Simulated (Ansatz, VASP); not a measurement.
# Si2W: VASP beside Ansatz

Aim: how closely do two programs agree when they are given the same cell, functional and k mesh? The cell is taken from a series of runs on this material, whose earlier steps may have relaxed, scaled, displaced or heated it; both programs get it as it stands.

Method: plane waves, with VASP 6.6.1 beside it; zone-centre phonons at LDA, in Ansatz 0.2.0.

## Step 1: The structure

The structure is tetragonal, space group I4/mmm (No. 139). Conventional cell: a = 3.253 Å, b = 3.253 Å, c = 7.904 Å, α = 90.00°, β = 90.00°, γ = 90.00°. Nearest to Si lie 5 Si at 2.60 to 2.67 Å and 5 W at 2.64 to 2.65 Å. Nearest to W lie 10 Si at 2.64 to 2.65 Å. Farther neighbours are not listed.

Coordinates:

```cif
data_structure
_symmetry_space_group_name_H-M 'P 1'
_symmetry_Int_Tables_number 1
_cell_length_a 4.5724
_cell_length_b 4.5724
_cell_length_c 4.5724
_cell_angle_alpha 138.330
_cell_angle_beta 138.330
_cell_angle_gamma 60.398
_cell_volume 41.81
loop_
_atom_site_label
_atom_site_type_symbol
_atom_site_fract_x
_atom_site_fract_y
_atom_site_fract_z
_atom_site_occupancy
Si1 Si 0.33576 0.33576 0.00000 1
Si2 Si 0.66424 0.66424 0.00000 1
W3 W 0.00000 0.00000 0.00000 1
```

## Step 2: VASP: zone-centre phonons, LDA

Second derivatives magnify differences that forces hide, and they need a tight electronic threshold.

Lines of VASP's logs that name or quote its potential files are left out, and so is its time.

Contents of INCAR:

```
SYSTEM = Si2W
PREC = Accurate
ENCUT = 600
EDIFF = 1E-08
NELM = 120
ISMEAR = 1
SIGMA = 0.2
LREAL = .FALSE.
ALGO = Normal
GGA = PW92
NBANDS = 13
LASPH = .TRUE.
LORBIT = 11
LWAVE = .FALSE.
LCHARG = .FALSE.
ISIF = 2
IBRION = 8
GGA_COMPAT = .FALSE.
KPAR = 2
```

Contents of POSCAR:

```
Si2W
1.0
   -1.6262922533      1.6262922533      3.9518373107
    1.6262922533     -1.6262922533      3.9518373107
    1.6262922533      1.6262922533     -3.9518373107
Si W
2 1
Direct
    0.3357566342      0.3357566342      0.0000000000
    0.6642433658      0.6642433658      0.0000000000
    0.0000000000      0.0000000000      0.0000000000
```

Contents of KPOINTS:

```
Automatic mesh
0
Gamma
20 20 20
0 0 0
```

The projector-augmented-wave data sets are Si and W (LDA family, release 64).

Command:

```bash
$ mpirun -np 2 vasp_std
```

Numbers of over 12 decimals in the logs are rounded to 6 here.

What it wrote:

```text
[banner, memory and clock lines left out]
running    2 mpi-ranks, on    1 nodes
 distrk:  each k-point on    1 cores,    2 groups
 distr:  one band on    1 cores,    1 groups

 POSCAR found type information on POSCAR SiW
 POSCAR found :  2 types and       3 ions
|                                                                             |
|               ----> ADVICE to this user running VASP <----                  |
|                                                                             |
|     You enforced a specific xc type in the INCAR file but a different       |
|     [... a line on the potential file left out ...]
|     I HOPE YOU KNOW WHAT YOU ARE DOING!                                     |
|                                                                             |

 LDA part: xc-table for (Slater(with rela. corr.)+PW92), standard interpolation
 POSCAR, INCAR and KPOINTS ok, starting setup
 FFT: planning ... GRIDC
 FFT: planning ... GRID_SOFT
 FFT: planning ... GRID
 WAVECAR not read
 entering main loop
       N       E                     dE             d eps       ncg     rms          rms(c)
DAV:   1     0.292816631272E+02    0.29282E+02   -0.65404E+03 16666   0.105E+03
DAV:   2    -0.257082203887E+02   -0.54990E+02   -0.50391E+02 20603   0.187E+02
DAV:   3    -0.282310072472E+02   -0.25228E+01   -0.24492E+01 22775   0.336E+01
DAV:   4    -0.282634162281E+02   -0.32409E-01   -0.32350E-01 19687   0.412E+00
DAV:   5    -0.282638511611E+02   -0.43493E-03   -0.43479E-03 23457   0.445E-01    0.238E+01
DAV:   6    -0.274946229500E+02    0.76923E+00   -0.23572E+00 22817   0.933E+00    0.932E+00
DAV:   7    -0.273760323802E+02    0.11859E+00   -0.25820E-01 19160   0.332E+00    0.525E+00
DAV:   8    -0.273457773297E+02    0.30255E-01   -0.53371E-02 21498   0.171E+00    0.492E-01
DAV:   9    -0.273455752643E+02    0.20207E-03   -0.23102E-03 19701   0.329E-01    0.253E-01
DAV:  10    -0.273454778357E+02    0.97429E-04   -0.38637E-04 20994   0.116E-01    0.541E-02
DAV:  11    -0.273454599710E+02    0.17865E-04   -0.62577E-05 20570   0.535E-02    0.258E-02
DAV:  12    -0.273454601166E+02   -0.14552E-06   -0.24110E-06 20524   0.113E-02    0.108E-02
DAV:  13    -0.273454600227E+02    0.93812E-07   -0.22746E-07 21070   0.324E-03    0.200E-03
DAV:  14    -0.273454600170E+02    0.57219E-08   -0.86177E-09 13979   0.658E-04
   1 F= -.27345460E+02 E0= -.27345996E+02  d E =0.160818E-02
 Linear response reoptimize wavefunctions to high precision
DAV:   1    -0.273454600171E+02   -0.41382E-10   -0.10257E-09 15461   0.260E-04
DAV:   2    -0.273454600171E+02   -0.68212E-11   -0.11743E-10 10563   0.904E-05
 Linear response DOF=           4
 Linear response progress:
  Degree of freedom:   1/  4
       N       E                     dE             d eps       ncg     rms          rms(c)
RMM:   1    -0.184522163975E-01   -0.18452E-01    0.12869E-02134304   0.897E-01
RMM:   2    -0.170016683488E-01    0.14505E-02   -0.72282E-04 87862   0.207E-01    0.886E-02
RMM:   3    -0.170683927165E-01   -0.66724E-04   -0.14752E-04 89247   0.602E-02    0.476E-02
RMM:   4    -0.172204508751E-01   -0.15206E-03   -0.89530E-05 88402   0.443E-02    0.111E-02
RMM:   5    -0.172056793499E-01    0.14772E-04   -0.17078E-06 92248   0.906E-03    0.114E-03
RMM:   6    -0.172107332295E-01   -0.50539E-05   -0.21177E-07 93432   0.159E-03    0.678E-04
RMM:   7    -0.172107406539E-01   -0.74245E-08    0.37976E-09 95398   0.353E-04    0.691E-05
 first order change of Fermi-energy   0.23462E-04
 force on displaced ion       1 direction 1 :  -6.946   0.000  -0.000
 Linear response progress:
  Degree of freedom:   2/  4
       N       E                     dE             d eps       ncg     rms          rms(c)
RMM:   1    -0.252725089984E-01   -0.25273E-01    0.36140E-02 41548   0.109E+00
RMM:   2    -0.225951045820E-01    0.26774E-02   -0.11319E-03 26610   0.264E-01    0.136E-01
RMM:   3    -0.225883112622E-01    0.67933E-05   -0.42364E-04 26843   0.959E-02    0.875E-02
RMM:   4    -0.226647090685E-01   -0.76398E-04   -0.57622E-05 27803   0.364E-02    0.349E-02
RMM:   5    -0.227007020299E-01   -0.35993E-04   -0.43230E-06 27712   0.103E-02    0.124E-02
RMM:   6    -0.227038168615E-01   -0.31148E-05   -0.32208E-07 28091   0.347E-03    0.179E-03
RMM:   7    -0.227022778708E-01    0.15390E-05   -0.13129E-07 28831   0.121E-03    0.525E-04
RMM:   8    -0.227022286294E-01    0.49241E-07   -0.11928E-08 29624   0.241E-04    0.125E-04
RMM:   9    -0.227026160534E-01   -0.38742E-06   -0.28669E-09 29358   0.831E-05    0.166E-05
RMM:  10    -0.227025909549E-01    0.25098E-07   -0.44822E-09 30654   0.175E-05    0.525E-06
RMM:  11    -0.227025875610E-01    0.33940E-08   -0.52227E-09 28531   0.842E-06    0.120E-06
 first order change of Fermi-energy  -0.42206E+00
 force on displaced ion       1 direction 3 :   0.000   0.000 -12.047
 Linear response progress:
  Degree of freedom:   3/  4
       N       E                     dE             d eps       ncg     rms          rms(c)
RMM:   1    -0.121632316341E+00   -0.12163E+00   -0.10235E-01 57601   0.178E+00
RMM:   2    -0.120702465063E+00    0.92985E-03   -0.13667E-03 47110   0.245E-01    0.151E-01
RMM:   3    -0.120364637803E+00    0.33783E-03   -0.20229E-04 48504   0.776E-02    0.852E-02
RMM:   4    -0.120484331442E+00   -0.11969E-03   -0.24291E-04 47863   0.879E-02    0.120E-02
RMM:   5    -0.120482499960E+00    0.18315E-05   -0.78078E-06 51282   0.174E-02    0.300E-03
RMM:   6    -0.120491517871E+00   -0.90179E-05   -0.17451E-07 50858   0.239E-03    0.882E-04
RMM:   7    -0.120492180256E+00   -0.66239E-06   -0.13138E-08 52831   0.617E-04    0.123E-04
RMM:   8    -0.120492005433E+00    0.17482E-06   -0.30552E-09 53225   0.110E-04    0.614E-05
RMM:   9    -0.120491775286E+00    0.23015E-06   -0.20537E-09 54632   0.526E-05    0.459E-06
RMM:  10    -0.120491771919E+00    0.33663E-08   -0.52543E-09 54705   0.193E-05    0.285E-06
 first order change of Fermi-energy  -0.93450E-03
 force on displaced ion       3 direction 1 :  -8.594  -0.000   0.000
 Linear response progress:
  Degree of freedom:   4/  4
       N       E                     dE             d eps       ncg     rms          rms(c)
RMM:   1    -0.137973997558E+00   -0.13797E+00   -0.12392E-01 31605   0.185E+00
RMM:   2    -0.133813525592E+00    0.41605E-02   -0.21724E-03 25761   0.301E-01    0.174E-01
RMM:   3    -0.133229794135E+00    0.58373E-03   -0.66738E-04 26766   0.122E-01    0.929E-02
RMM:   4    -0.133269723228E+00   -0.39929E-04   -0.26043E-04 26664   0.880E-02    0.265E-02
RMM:   5    -0.133332498670E+00   -0.62775E-04   -0.36860E-05 26722   0.355E-02    0.618E-03
RMM:   6    -0.133342323811E+00   -0.98251E-05   -0.61658E-07 28747   0.477E-03    0.161E-03
RMM:   7    -0.133338935995E+00    0.33878E-05   -0.71036E-08 27951   0.127E-03    0.232E-04
RMM:   8    -0.133339810923E+00   -0.87493E-06   -0.47226E-09 29145   0.312E-04    0.101E-04
RMM:   9    -0.133339985597E+00   -0.17467E-06   -0.21887E-09 30019   0.896E-05    0.517E-05
RMM:  10    -0.133339879887E+00    0.10571E-06   -0.46743E-09 29580   0.371E-05    0.698E-06
RMM:  11    -0.133339909706E+00   -0.29820E-07   -0.10509E-08 30499   0.209E-05    0.165E-06
RMM:  12    -0.133339911361E+00   -0.16547E-08   -0.44954E-09 28825   0.140E-05    0.454E-07
 first order change of Fermi-energy   0.54386E-03
 force on displaced ion       3 direction 3 :  -0.000  -0.000 -11.673
 Linear response finished
```

OUTCAR, selected parts (step 2):

```text
ion  position               nearest neighbor table
   1  0.336  0.336  0.000-   2 2.60   3 2.64   3 2.64   3 2.64   3 2.64   3 2.65   2 2.67   2 2.67
                             2 2.67   2 2.67
   2  0.664  0.664  0.000-   1 2.60   3 2.64   3 2.64   3 2.64   3 2.64   3 2.65   1 2.67   1 2.67
                             1 2.67   1 2.67
   3  0.000  0.000  0.000-   2 2.64   2 2.64   2 2.64   1 2.64   2 2.64   1 2.64   1 2.64   1 2.64
                             1 2.65   2 2.65

  LATTYP: Found a body centered tetragonal cell.
 ALAT       =     3.2525845066
 C/A-ratio  =     2.4299674937

 Subroutine GETGRP returns: Found 16 space group operations
 (whereof 16 operations were pure point group operations)

The static configuration has the point symmetry D_4h.

 Found    641 irreducible k-points:

   k-points           NKPTS =    641   k-points in BZ     NKDIM =    641   number of bands    NBANDS=     13

   dimension x,y,z NGX =    40 NGY =   40 NGZ =   40
   dimension x,y,z NGXF=    80 NGYF=   80 NGZF=   80

   ENCUT  =  600.0 eV  44.10 Ry    6.64 a.u.   9.13  9.13  9.13*2*pi/ulx,y,z

   NELECT =      14.0000    total number of electrons

 k-points in reciprocal lattice and weights: Automatic mesh
   0.00000000  0.00000000  0.00000000       0.000
   0.05000000  0.00000000 -0.00000000       0.001
   0.10000000  0.00000000 -0.00000000       0.001
   0.15000000  0.00000000  0.00000000       0.001
   0.20000000  0.00000000 -0.00000000       0.001
   0.25000000  0.00000000 -0.00000000       0.001
   0.30000000  0.00000000  0.00000000       0.001
   0.35000000  0.00000000  0.00000000       0.001
   0.40000000  0.00000000 -0.00000000       0.001
[...]
-0.45000000 -0.45000000  0.45000000       0.000
   0.50000000  0.50000000  0.50000000       0.000

 average (electrostatic) potential at core
       1 -81.3237       2 -81.3237       3 -35.7796

  Total       -3.2629306     -3.2629306     -3.2464756      0.0000000      0.0000000     -0.0000000
  in kB     -125.0438057   -125.0438057   -124.4132102      0.0000000      0.0000000     -0.0000000
  external PRESSURE =    -124.8336072 kB  Pullay stress =       0.0000000 kB

  energy-cutoff  :      600.00
  volume of cell :       41.81
      direct lattice vectors                 reciprocal lattice vectors
    -1.626292253  1.626292253  3.951837311     0.000000000  0.307447815  0.126523427
     1.626292253 -1.626292253  3.951837311     0.307447815  0.000000000  0.126523427
     1.626292253  1.626292253 -3.951837311     0.307447815  0.307447815  0.000000000

 POSITION                                       TOTAL-FORCE (eV/Angst)
 -----------------------------------------------------------------------------------
      0.00000      0.00000      2.65371        -0.000000     -0.000000      0.002722
      0.00000      0.00000      5.24996         0.000000      0.000000     -0.002722
      0.00000      0.00000      0.00000        -0.000000     -0.000000     -0.000000
 -----------------------------------------------------------------------------------
    total drift:                                0.000000      0.000000     -0.000000

 Eigenvectors and eigenvalues of the dynamical matrix
 ----------------------------------------------------

   1 f  =   12.604988 THz    79.199473 2PiTHz  420.457131 cm-1    52.130017 meV
             X         Y         Z           dx          dy          dz
      0.000000  0.000000  2.653711    -0.000000    0.000000   -0.707107
      0.000000  0.000000  5.249963     0.000000   -0.000000    0.707107
      0.000000  0.000000  0.000000    -0.000000    0.000000    0.000000

   2 f  =    9.138381 THz    57.418139 2PiTHz  304.823569 cm-1    37.793289 meV
             X         Y         Z           dx          dy          dz
      0.000000  0.000000  2.653711     0.565163   -0.424960   -0.000000
      0.000000  0.000000  5.249963    -0.565163    0.424960    0.000000
      0.000000  0.000000  0.000000     0.000000    0.000000    0.000000

   3 f  =    9.138381 THz    57.418139 2PiTHz  304.823569 cm-1    37.793289 meV
             X         Y         Z           dx          dy          dz
      0.000000  0.000000  2.653711     0.424960    0.565163    0.000000
      0.000000  0.000000  5.249963    -0.424960   -0.565163   -0.000000
      0.000000  0.000000  0.000000    -0.000000   -0.000000    0.000000

   4 f  =    8.142592 THz    51.161417 2PiTHz  271.607647 cm-1    33.675041 meV
             X         Y         Z           dx          dy          dz
      0.000000  0.000000  2.653711     0.000000    0.000000   -0.618850
      0.000000  0.000000  5.249963     0.000000    0.000000   -0.618850
      0.000000  0.000000  0.000000    -0.000000   -0.000000    0.483785

   5 f  =    6.985747 THz    43.892740 2PiTHz  233.019424 cm-1    28.890714 meV
             X         Y         Z           dx          dy          dz
      0.000000  0.000000  2.653711    -0.618830    0.000000   -0.000000
      0.000000  0.000000  5.249963    -0.618830   -0.000000    0.000000
      0.000000  0.000000  0.000000     0.483836    0.000000    0.000000

   6 f  =    6.985747 THz    43.892740 2PiTHz  233.019424 cm-1    28.890714 meV
             X         Y         Z           dx          dy          dz
      0.000000  0.000000  2.653711     0.000000    0.618830    0.000000
      0.000000  0.000000  5.249963     0.000000    0.618830    0.000000
      0.000000  0.000000  0.000000    -0.000000   -0.483836   -0.000000

   7 f/i=    0.000250 THz     0.001569 2PiTHz    0.008330 cm-1     0.001033 meV
             X         Y         Z           dx          dy          dz
      0.000000  0.000000  2.653711     0.000000    0.000000    0.342088
      0.000000  0.000000  5.249963     0.000000    0.000000    0.342088
      0.000000  0.000000  0.000000    -0.000000    0.000000    0.875187

   8 f/i=    0.000623 THz     0.003915 2PiTHz    0.020784 cm-1     0.002577 meV
             X         Y         Z           dx          dy          dz
      0.000000  0.000000  2.653711    -0.342124   -0.000000    0.000000
      0.000000  0.000000  5.249963    -0.342124    0.000000   -0.000000
      0.000000  0.000000  0.000000    -0.875158   -0.000000    0.000000

   9 f/i=    0.000623 THz     0.003915 2PiTHz    0.020784 cm-1     0.002577 meV
             X         Y         Z           dx          dy          dz
      0.000000  0.000000  2.653711     0.000000   -0.342124    0.000000
      0.000000  0.000000  5.249963     0.000000   -0.342124    0.000000
      0.000000  0.000000  0.000000     0.000000   -0.875158    0.000000

 ELASTIC MODULI CONTR FROM IONIC RELAXATION (kBar)
 Direction    XX          YY          ZZ          XY          YZ          ZX
 --------------------------------------------------------------------------------
 XX         -16.3498    -16.3498    -41.2498      0.0000      0.0000     -0.0000
 YY         -16.3498    -16.3498    -41.2498      0.0000      0.0000     -0.0000
 ZZ         -41.2498    -41.2498   -104.0709      0.0000      0.0000     -0.0000
 XY           0.0000      0.0000      0.0000      0.0000      0.0000      0.0000
 YZ           0.0000      0.0000      0.0000      0.0000    -19.0684      0.0000
 ZX          -0.0000     -0.0000     -0.0000      0.0000      0.0000     -3.9516
 --------------------------------------------------------------------------------
```

(Part 1 of 2 ends here.)

[Lines on the potential files, build, host, timing and source positions are cut from VASP's logs without a mark.]

[Logs are printed without paths, hosts, clocks, repeated set-up lines and the standing remarks that a program may print on its own settings, such as how far it seeks lower states.]

[Hosts, paths, dates, database ids (printed as entryN), source tags and the programs' standing remarks are cut or masked in the printed files.]
